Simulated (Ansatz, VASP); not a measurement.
**SnO (Romarchite) in two plane-wave programs**

Aim: how closely do two programs agree when they are given the same cell, functional and k mesh? The cell is taken from a series of runs on this material, whose earlier steps may have relaxed, scaled, displaced or heated it; both programs get it as it stands.

Program: Ansatz 0.2.0. Level of theory: plane waves, with VASP 6.6.1 beside it; zone-centre phonons at PBEsol with D3(BJ). Results are calculated unless marked as measured.

### 1. Starting point

It takes space group P4/nmm (No. 129, tetragonal). The conventional cell has a = 3.794 Å, b = 3.794 Å, c = 4.680 Å, α = 90.00°, β = 90.00°, γ = 90.00°. Nearest to O lie 4 Sn at 2.22 Å. Sn has 4 O at 2.22 Å nearest. Farther neighbours and most contacts between anions are not listed.

### 2. VASP: zone-centre phonons, PBEsol with D3(BJ)

Second derivatives magnify differences that forces hide, and they need a tight electronic threshold.

Lines of VASP's logs that name or quote its potential files are left out, and so is its time.

INCAR reads:

```
SYSTEM = SnO
PREC = Accurate
ENCUT = 600
EDIFF = 1E-08
NELM = 120
ISMEAR = 1
SIGMA = 0.2
LREAL = .FALSE.
ALGO = Normal
GGA = PS
IVDW = 12
NBANDS = 26
LORBIT = 11
LWAVE = .FALSE.
LCHARG = .FALSE.
ISIF = 2
IBRION = 6
NFREE = 2
POTIM = 0.015
NSW = 1
LASPH = .TRUE.
GGA_COMPAT = .FALSE.
KPAR = 2
```

POSCAR reads:

```
SnO
1.0
    3.7939863936      0.0000000000      0.0000000000
    0.0000000000      3.7939863936      0.0000000000
    0.0000000000      0.0000000000      4.6804470294
O Sn
2 2
Direct
    0.0000000000      0.0000000000      0.0000000000
    0.5000000000      0.5000000000      0.0000000000
    0.5000000000      0.0000000000      0.2462451525
    0.0000000000      0.5000000000      0.7537548475
```

KPOINTS reads:

```
Automatic mesh
0
Gamma
12 12 12
0 0 0
```

Potentials, in the order of the species: O and Sn_d (PBE family, release 64).

The run is started by

```console
$ mpirun -np 2 vasp_std
```

Numbers of over 12 decimals in the logs are rounded to 6 here.

What it wrote:

```text
[banner, memory and clock lines left out]
running    2 mpi-ranks, on    1 nodes
 distrk:  each k-point on    1 cores,    2 groups
 distr:  one band on    1 cores,    1 groups

 POSCAR found type information on POSCAR O Sn
 POSCAR found :  2 types and       4 ions
|                                                                             |
|               ----> ADVICE to this user running VASP <----                  |
|                                                                             |
|     You enforced a specific xc type in the INCAR file but a different       |
|     [... a line on the potential file left out ...]
|     I HOPE YOU KNOW WHAT YOU ARE DOING!                                     |
|                                                                             |

 LDA part: xc-table for (Slater+PW92), standard interpolation
 POSCAR, INCAR and KPOINTS ok, starting setup
 FFT: planning ... GRIDC
 FFT: planning ... GRID_SOFT
 FFT: planning ... GRID
 WAVECAR not read
 entering main loop
       N       E                     dE             d eps       ncg     rms          rms(c)
DAV:   1     0.423173753541E+03    0.42317E+03   -0.21984E+04 10352   0.260E+03
DAV:   2     0.362812935569E+02   -0.38689E+03   -0.37595E+03 10616   0.575E+02
DAV:   3    -0.244459091627E+02   -0.60727E+02   -0.59604E+02 11948   0.195E+02
DAV:   4    -0.273431286085E+02   -0.28972E+01   -0.28830E+01 11912   0.441E+01
DAV:   5    -0.274083198223E+02   -0.65191E-01   -0.65109E-01 12390   0.714E+00    0.108E+01
DAV:   6    -0.242700505973E+02    0.31383E+01   -0.15888E+01 16854   0.463E+01    0.475E+00
DAV:   7    -0.242484556275E+02    0.21595E-01   -0.18288E+00 11826   0.863E+00    0.243E+00
DAV:   8    -0.242274878045E+02    0.20968E-01   -0.34506E-01 14114   0.407E+00    0.816E-01
DAV:   9    -0.242138263876E+02    0.13661E-01   -0.66950E-02 15970   0.285E+00    0.221E-01
DAV:  10    -0.242149179606E+02   -0.10916E-02   -0.87412E-03 15224   0.930E-01    0.142E-01
DAV:  11    -0.242145238300E+02    0.39413E-03   -0.21341E-03 15754   0.466E-01    0.233E-02
DAV:  12    -0.242145561610E+02   -0.32331E-04   -0.29459E-04 10676   0.102E-01    0.322E-02
DAV:  13    -0.242145477483E+02    0.84127E-05   -0.36731E-05 15126   0.514E-02    0.243E-03
DAV:  14    -0.242145478734E+02   -0.12516E-06   -0.25175E-06 11248   0.997E-03    0.302E-03
DAV:  15    -0.242145479794E+02   -0.10600E-06   -0.23409E-07 15184   0.407E-03    0.177E-03
DAV:  16    -0.242145480586E+02   -0.79195E-07   -0.67429E-08 10804   0.213E-03    0.391E-04
DAV:  17    -0.242145480842E+02   -0.25582E-07   -0.54431E-09  5856   0.683E-04    0.440E-05
DAV:  18    -0.242145480790E+02    0.52069E-08   -0.12921E-09  5422   0.389E-04
   1 F= -.25112081E+02 E0= -.25112182E+02  d E =0.303896E-03
[... from here on, the cycles between the ionic steps are left out ...]
   2 F= -.25111143E+02 E0= -.25111244E+02  d E =0.302505E-03
   3 F= -.25111143E+02 E0= -.25111244E+02  d E =0.302457E-03
   4 F= -.25111280E+02 E0= -.25111381E+02  d E =0.302639E-03
   5 F= -.25111280E+02 E0= -.25111381E+02  d E =0.302602E-03
   6 F= -.25111507E+02 E0= -.25111608E+02  d E =0.302867E-03
   7 F= -.25111507E+02 E0= -.25111608E+02  d E =0.302892E-03
   8 F= -.25112059E+02 E0= -.25112044E+02  d E =-.443864E-04
 Finite differences progress:
  Degree of freedom:   4/  4
  Displacement:        1/  2
  Total:               7/  8
 bond charge predicted
       N       E                     dE             d eps       ncg     rms          rms(c)
DAV:   1    -0.241999758100E+02    0.14492E-01   -0.43892E+00 11728   0.118E+01    0.416E-01
DAV:   2    -0.242119272570E+02   -0.11951E-01   -0.12513E-01 15072   0.260E+00    0.135E-01
DAV:   3    -0.242117631449E+02    0.16411E-03   -0.11522E-03 15628   0.899E-01    0.992E-02
DAV:   4    -0.242117106042E+02    0.52541E-04   -0.38168E-04 17262   0.601E-01    0.346E-02
DAV:   5    -0.242117317618E+02   -0.21158E-04   -0.21488E-04 11250   0.137E-01    0.684E-03
DAV:   6    -0.242117318155E+02   -0.53669E-07   -0.61134E-06 15208   0.306E-02    0.504E-03
DAV:   7    -0.242117316965E+02    0.11901E-06   -0.11111E-06 12968   0.171E-02    0.117E-03
DAV:   8    -0.242117317440E+02   -0.47564E-07   -0.15754E-07 14470   0.459E-03    0.637E-04
DAV:   9    -0.242117317764E+02   -0.32374E-07   -0.12683E-08  6398   0.319E-03    0.192E-04
DAV:  10    -0.242117317831E+02   -0.66957E-08   -0.10316E-08  5400   0.200E-03
   9 F= -.25109207E+02 E0= -.25109402E+02  d E =0.584227E-03
 Finite differences progress:
  Degree of freedom:   4/  4
  Displacement:        2/  2
  Total:               8/  8
```

OUTCAR, selected parts (step 2):

```text
ion  position               nearest neighbor table
   1  0.000  0.000  0.000-   3 2.22   4 2.22   4 2.22   3 2.22
   2  0.500  0.500  0.000-   3 2.22   4 2.22   3 2.22   4 2.22
   3  0.500  0.000  0.246-   1 2.22   2 2.22   2 2.22   1 2.22   4 3.54   4 3.54   4 3.54   4 3.54
                             4 3.58   4 3.58   4 3.58   4 3.58
   4  0.000  0.500  0.754-   1 2.22   2 2.22   1 2.22   2 2.22   3 3.54   3 3.54   3 3.54   3 3.54
                             3 3.58   3 3.58   3 3.58   3 3.58

  LATTYP: Found a simple tetragonal cell.
 ALAT       =     3.7939863936
 C/A-ratio  =     1.2336488706

 Subroutine GETGRP returns: Found 16 space group operations
 (whereof  8 operations were pure point group operations)

The static configuration has the point symmetry D_2d.
 The point group associated with its full space group is D_4h.

 Found    196 irreducible k-points:

   k-points           NKPTS =    196   k-points in BZ     NKDIM =    196   number of bands    NBANDS=     26

   dimension x,y,z NGX =    30 NGY =   30 NGZ =   40
   dimension x,y,z NGXF=    60 NGYF=   60 NGZF=   80

   ENCUT  =  600.0 eV  44.10 Ry    6.64 a.u.   7.58  7.58  9.35*2*pi/ulx,y,z

   NELECT =      40.0000    total number of electrons

 k-points in reciprocal lattice and weights: Automatic mesh
   0.00000000  0.00000000  0.00000000       0.001
   0.08333333  0.00000000  0.00000000       0.002
   0.16666667  0.00000000  0.00000000       0.002
   0.25000000  0.00000000  0.00000000       0.002
   0.33333333  0.00000000  0.00000000       0.002
   0.41666667  0.00000000  0.00000000       0.002
   0.50000000  0.00000000  0.00000000       0.001
   0.08333333  0.08333333  0.00000000       0.002
   0.16666667  0.08333333  0.00000000       0.005
[...]
25      13.1924      0.00000
    ...

 k-point     3 :       0.1667    0.0000    0.0000
  band No.  band energies     occupation
    ...
     16       1.2019      2.00000
     17       3.5230      2.00000
     18       3.9567      2.00000
     19       3.9847      2.00000
     20       7.4138      1.85055
     21      10.4303     -0.00000
     22      10.5314     -0.00000
     23      12.1874      0.00000
     24      12.6679      0.00000
     25      12.8075      0.00000
    ...

 k-point     4 :       0.2500    0.0000    0.0000
  band No.  band energies     occupation
    ...
     16       1.4268      2.00000
     17       3.2413      2.00000
     18       3.6677      2.00000
     19       3.8110      2.00000
     20       6.9827      2.00065
     21      10.2143     -0.00000
     22      11.0361     -0.00000
     23      12.4047      0.00000
     24      12.5054      0.00000
     25      13.0221      0.00000
    ...

 k-point     5 :       0.3333    0.0000    0.0000
  band No.  band energies     occupation
    ...
     16       1.7264      2.00000
     17       3.0105      2.00000
     18       3.3052      2.00000
     19       3.7774      2.00000
     20       6.2296      2.00000
     21      10.3143     -0.00000
     22      11.2549     -0.00000
     23      12.6907      0.00000
     24      12.6937      0.00000
     25      13.4129      0.00000
    ...

 Edisp (eV)   -0.89748

  Total      -0.32803    -0.32803    -0.24427     0.00000     0.00000     0.00000
  in kB      -7.80094    -7.80094    -5.80905     0.00000     0.00000     0.00000
  external pressure =       -7.14 kB  Pullay stress =        0.00 kB

  energy-cutoff  :      600.00
  volume of cell :       67.37
      direct lattice vectors                 reciprocal lattice vectors
     3.793986394  0.000000000  0.000000000     0.263575010  0.000000000  0.000000000
     0.000000000  3.793986394  0.000000000     0.000000000  0.263575010  0.000000000
     0.000000000  0.000000000  4.680447029     0.000000000  0.000000000  0.213654806

 POSITION                                       TOTAL-FORCE (eV/Angst)
 -----------------------------------------------------------------------------------
      0.00000      0.00000      0.00000         0.000000      0.000000     -0.052492
      1.89699      1.89699      0.00000         0.000000      0.000000     -0.052492
      1.89699      0.00000      1.13754         0.000000      0.000000      0.290074
      0.00000      1.89699      3.52791         0.000000      0.000000     -0.185091
 -----------------------------------------------------------------------------------
    total drift:                               -0.000000      0.000000      0.000126

  FREE ENERGIE OF THE ION-ELECTRON SYSTEM (eV)
  ---------------------------------------------------
  free  energy   TOTEN  =       -25.1092069026 eV

  energy  without entropy=      -25.1097911299  energy(sigma->0) =      -25.10940165

 Eigenvectors and eigenvalues of the dynamical matrix
 ----------------------------------------------------

   1 f  =   13.975424 THz    87.810176 2PiTHz  466.169951 cm-1    57.797682 meV
             X         Y         Z           dx          dy          dz
      0.000000  0.000000  0.000000    -0.697169   -0.109154   -0.000000
      1.896993  1.896993  0.000000     0.697169    0.109154   -0.000000
      1.896993  0.000000  1.152537     0.044639   -0.006989    0.000000
      0.000000  1.896993  3.527910    -0.044639    0.006989    0.000000

   2 f  =   13.975424 THz    87.810176 2PiTHz  466.169951 cm-1    57.797682 meV
             X         Y         Z           dx          dy          dz
      0.000000  0.000000  0.000000     0.109154   -0.697169    0.000000
      1.896993  1.896993  0.000000    -0.109154    0.697169   -0.000000
      1.896993  0.000000  1.152537    -0.006989   -0.044639   -0.000000
      0.000000  1.896993  3.527910     0.006989    0.044639   -0.000000

   3 f  =   10.922679 THz    68.629219 2PiTHz  364.341366 cm-1    45.172552 meV
             X         Y         Z           dx          dy          dz
      0.000000  0.000000  0.000000    -0.000000   -0.000000    0.663815
      1.896993  1.896993  0.000000    -0.000000   -0.000000    0.663815
      1.896993  0.000000  1.152537     0.000000    0.000000   -0.243618
      0.000000  1.896993  3.527910     0.000000    0.000000   -0.243618

   4 f  =   10.587537 THz    66.523456 2PiTHz  353.162214 cm-1    43.786514 meV
             X         Y         Z           dx          dy          dz
      0.000000  0.000000  0.000000    -0.000000    0.000000    0.707107
      1.896993  1.896993  0.000000    -0.000000   -0.000000   -0.707107
      1.896993  0.000000  1.152537    -0.000000    0.000000   -0.000000
      0.000000  1.896993  3.527910    -0.000000   -0.000000   -0.000000

   5 f  =    8.240770 THz    51.778283 2PiTHz  274.882488 cm-1    34.081070 meV
             X         Y         Z           dx          dy          dz
      0.000000  0.000000  0.000000    -0.038586    0.662552   -0.000000
      1.896993  1.896993  0.000000    -0.038586    0.662552    0.000000
      1.896993  0.000000  1.152537     0.014186   -0.243586   -0.000000
      0.000000  1.896993  3.527910     0.014186   -0.243586   -0.000000

   6 f  =    8.240770 THz    51.778283 2PiTHz  274.882488 cm-1    34.081070 meV
             X         Y         Z           dx          dy          dz
      0.000000  0.000000  0.000000    -0.662552   -0.038586   -0.000000
      1.896993  1.896993  0.000000    -0.662552   -0.038586    0.000000
      1.896993  0.000000  1.152537     0.243586    0.014186   -0.000000
      0.000000  1.896993  3.527910     0.243586    0.014186    0.000000

   7 f  =    6.233003 THz    39.163114 2PiTHz  207.910606 cm-1    25.777618 meV
             X         Y         Z           dx          dy          dz
      0.000000  0.000000  0.000000     0.000000   -0.000000    0.000000
      1.896993  1.896993  0.000000     0.000000   -0.000000    0.000000
      1.896993  0.000000  1.152537    -0.000000    0.000000   -0.707107
      0.000000  1.896993  3.527910     0.000000   -0.000000    0.707107

   8 f  =    3.476833 THz    21.845587 2PiTHz  115.974670 cm-1    14.379020 meV
             X         Y         Z           dx          dy          dz
      0.000000  0.000000  0.000000    -0.023270   -0.038729   -0.000000
      1.896993  1.896993  0.000000     0.023270    0.038729   -0.000000
      1.896993  0.000000  1.152537    -0.363438    0.604873   -0.000000
      0.000000  1.896993  3.527910     0.363438   -0.604873   -0.000000

   9 f  =    3.476833 THz    21.845587 2PiTHz  115.974670 cm-1    14.379020 meV
             X         Y         Z           dx          dy          dz
      0.000000  0.000000  0.000000     0.038729   -0.023270   -0.000000
      1.896993  1.896993  0.000000    -0.038729    0.023270    0.000000
      1.896993  0.000000  1.152537     0.604873    0.363438    0.000000
      0.000000  1.896993  3.527910    -0.604873   -0.363438    0.000000

  10 f/i=    0.001258 THz     0.007907 2PiTHz    0.041979 cm-1     0.005205 meV
             X         Y         Z           dx          dy          dz
      0.000000  0.000000  0.000000    -0.000000    0.000000    0.243618
      1.896993  1.896993  0.000000    -0.000000    0.000000    0.243618
      1.896993  0.000000  1.152537    -0.000000    0.000000    0.663815
      0.000000  1.896993  3.527910    -0.000000    0.000000    0.663815

  11 f/i=    0.003784 THz     0.023777 2PiTHz    0.126229 cm-1     0.015650 meV
             X         Y         Z           dx          dy          dz
      0.000000  0.000000  0.000000    -0.224515   -0.095544   -0.000000
      1.896993  1.896993  0.000000    -0.224515   -0.095544   -0.000000
      1.896993  0.000000  1.152537    -0.610678   -0.259878   -0.000000
      0.000000  1.896993  3.527910    -0.610678   -0.259878   -0.000000

  12 f/i=    0.003784 THz     0.023777 2PiTHz    0.126229 cm-1     0.015650 meV
             X         Y         Z           dx          dy          dz
      0.000000  0.000000  0.000000     0.095544   -0.224515    0.000000
      1.896993  1.896993  0.000000     0.095544   -0.224515    0.000000
      1.896993  0.000000  1.152537     0.259878   -0.610678    0.000000
      0.000000  1.896993  3.527910     0.259878   -0.610678    0.000000

 ELASTIC MODULI CONTR FROM IONIC RELAXATION (kBar)
 Direction    XX          YY          ZZ          XY          YZ          ZX
 --------------------------------------------------------------------------------
 XX        -666.5150    -61.1489   -537.2470      0.0000     -0.0000      0.0000
 YY         -61.1489   -666.5150   -537.2470      0.0000      0.0000      0.0000
 ZZ        -537.2470   -537.2470   -793.3179      0.0000     -0.0000      0.0000
 XY           0.0000      0.0000      0.0000      0.0000      0.0000      0.0000
 YZ          -0.0000      0.0000     -0.0000      0.0000   -267.2797     -0.0000
 ZX           0.0000      0.0000      0.0000      0.0000     -0.0000   -267.2775
 --------------------------------------------------------------------------------

 total charge
# of ion       s       p       d       tot
------------------------------------------
    1        1.569   3.426   0.000   4.995
    2        1.569   3.426   0.000   4.995
    3        1.243   0.819  10.089  12.150
    4        1.243   0.819  10.089  12.150
--------------------------------------------------
tot          5.624   8.490  20.178  34.291

[... 1 further part left out ...]
```

CONTCAR:

```
SnO
   1.00000000000000
     3.7939863936000000    0.0000000000000000    0.0000000000000000
     0.0000000000000000    3.7939863936000000    0.0000000000000000
     0.0000000000000000    0.0000000000000000    4.6804470293999998
  O               Sn
     2     2
Direct
     0.0000000000000000    0.0000000000000000    0.0000000000000000
     0.5000000000000000    0.5000000000000000    0.0000000000000000
     0.5000000000000000    0.0000000000000000    0.2430403304166031
     0.0000000000000000    0.5000000000000000    0.7537548474999980
```

The last energy, forces, stress and levels in OUTCAR belong to the last displaced cell, not to the cell of POSCAR. The PAW data sets were made with PBE, which is usual practice but a small mismatch for other functionals.

Levels, forces or a CONTCAR printed for this step are those of its last displaced cell, not of the structure at rest.

[end of part 1 of 2]

[Lines on the potential files, build, host, timing and source positions are cut from VASP's logs without a mark.]

[Logs are printed without paths, hosts, clocks, repeated set-up lines and the standing remarks that a program may print on its own settings, such as how far it seeks lower states.]

[Hosts, paths, dates, database ids (printed as entryN), source tags and the programs' standing remarks are cut or masked in the printed files.]
